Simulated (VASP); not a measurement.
Computed with PBEsol GGA, VASP's PBE PAW potentials (set 64) (plane waves; VASP).

Input for VASP

File POSCAR:
```
PbF2
1
    0.0000000000     2.8590289326     2.9474525079
    2.8590289326     0.0000000000     2.9474525079
    2.8590289326     2.8590289326     0.0000000000
Pb F
1 2
Direct
  0.0000000000   0.0000000000   1.0000000000
  0.2500000000   0.2500000000   0.2500000000
  0.7500000000   0.7500000000   0.7500000000
```

**KPOINTS**
```
Automatic mesh
0
Gamma
6 6 6
0 0 0
```

INCAR:
```
ALGO  =  Normal
EDIFF  =  1E-7
ENCUT  =  600
GGA  =  PS
ISIF  =  2
ISMEAR  =  0
LASPH  =  T
LCHARG  =  F
LMAXMIX  =  4
LREAL  =  F
LWAVE  =  F
NELM  =  100
PREC  =  Accurate
SIGMA  =  0.05
SYSTEM  =  PbF2
```

POTCAR, in this order: Pb_d F (PBE.64 set). Program: vasp_std.

Output

OSZICAR:
```
       N       E                     dE             d eps       ncg     rms          rms(c)
DAV:   1     0.327235924733E+03    0.32724E+03   -0.16570E+04  1090   0.205E+03
DAV:   2     0.139952973933E+02   -0.31324E+03   -0.30262E+03  1252   0.494E+02
DAV:   3    -0.153710664938E+02   -0.29366E+02   -0.28895E+02  1234   0.165E+02
DAV:   4    -0.163601429149E+02   -0.98908E+00   -0.98728E+00  1200   0.298E+01
DAV:   5    -0.163882377266E+02   -0.28095E-01   -0.28094E-01  1212   0.533E+00    0.702E+00
DAV:   6    -0.148999125992E+02    0.14883E+01   -0.78518E+00  1446   0.252E+01    0.247E+00
DAV:   7    -0.148888332268E+02    0.11079E-01   -0.32877E-01  1096   0.423E+00    0.143E+00
DAV:   8    -0.148832357562E+02    0.55975E-02   -0.79079E-02  1094   0.369E+00    0.446E-01
DAV:   9    -0.148811257152E+02    0.21100E-02   -0.14297E-02  1320   0.106E+00    0.951E-02
DAV:  10    -0.148822611047E+02   -0.11354E-02   -0.13408E-03  1080   0.269E-01    0.233E-02
DAV:  11    -0.148822887179E+02   -0.27613E-04   -0.46879E-05  1174   0.609E-02    0.857E-03
DAV:  12    -0.148823015671E+02   -0.12849E-04   -0.21585E-05  1084   0.294E-02    0.237E-03
DAV:  13    -0.148823016664E+02   -0.99240E-07   -0.49775E-07  1170   0.580E-03
   1 F= -.14882302E+02 E0= -.14882302E+02  d E =-.334693E-17
```

### OUTCAR
```
------------------------ aborting loop because EDIFF is reached ----------------------------------------
  FORCE on cell =-STRESS in cart. coord.  units (eV):
  Direction    XX          YY          ZZ          XY          YZ          ZX
  --------------------------------------------------------------------------------------
  Total        1.7518207      1.7518207      1.2881620      0.0000000     -0.0000000      0.0000000
  in kB       58.2487118     58.2487118     42.8318828      0.0000000     -0.0000000      0.0000000
  external PRESSURE =      53.1097688 kB  Pullay stress =       0.0000000 kB
  volume of cell :       48.19
      direct lattice vectors                 reciprocal lattice vectors
     0.000000000  2.859028933  2.947452508    -0.174884554  0.174884554  0.169638017
     2.859028933  0.000000000  2.947452508     0.174884554 -0.174884554  0.169638017
     2.859028933  2.859028933  0.000000000     0.174884554  0.174884554 -0.169638017
 POSITION                                       TOTAL-FORCE (eV/Angst)
 -----------------------------------------------------------------------------------
      0.00000      0.00000      0.00000         0.000000      0.000000      0.000000
      1.42951      1.42951      1.47373        -0.000000     -0.000000      0.000000
      4.28854      4.28854      4.42118         0.000000      0.000000     -0.000000
 -----------------------------------------------------------------------------------
    total drift:                                0.000000      0.000000      0.000000
  FREE ENERGIE OF THE ION-ELECTRON SYSTEM (eV)
  ---------------------------------------------------
  free  energy   TOTEN  =       -14.8823016664 eV

  energy  without entropy=      -14.8823016664  energy(sigma->0) =      -14.88230167
```
(Selected blocks of OUTCAR.)

The compound is PbF2 in the fluorite structure, the β form. This cell was strained or had an atom moved on purpose.
